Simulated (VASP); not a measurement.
PbS (rock salt), at 0.96 of the tabulated volume:

```
PbS
1.0
    0.00000     2.92986     2.92986
    2.92986     0.00000     2.92986
    2.92986     2.92986     0.00000
Pb S
1 1
Cartesian
  0.00000   0.00000   0.00000
  2.92986   2.92986   2.92986
```

The highest filled band near L, direction along the valley's axis, from mBJ (TB09) with spin-orbit coupling in VASP (PAW); its two spin partners are averaged. The gap over the points computed is 0.49 eV, and the next band on that side lies 2.23 eV away at the edge.

Run with 400 eV cut-off, 9×9×9 Γ-centred mesh, Gaussian smearing of 0.050 eV, potentials Pb_d S.

```json
[
 {"distance from the edge in k (1/Å)": "0.018", "distance in energy (meV)": "6.3"},
 {"distance from the edge in k (1/Å)": "0.025", "distance in energy (meV)": "12.0"},
 {"distance from the edge in k (1/Å)": "0.035", "distance in energy (meV)": "22.8"},
 {"distance from the edge in k (1/Å)": "0.050", "distance in energy (meV)": "44.5"},
 {"distance from the edge in k (1/Å)": "0.070", "distance in energy (meV)": "81.4"}
]
```

Q: Fit E(1 + αE) = ħ²k²/2m* (ħ²/2m0 = 3.810 eV Å²) and predict the row at 0.095 1/Å.

A: Least squares on the energies gives the hole mass m* = 0.195 m0 and α = 2.18 per eV, and so 136.1 meV. The run gave 136.3 meV, +0.2 meV from the fit.

Left out are points under 3 meV from the edge, since the levels carry 0.1 meV, and points farther than half the way to the next band.

The compound is PbS in the rock salt structure. The cell was not relaxed at this level.
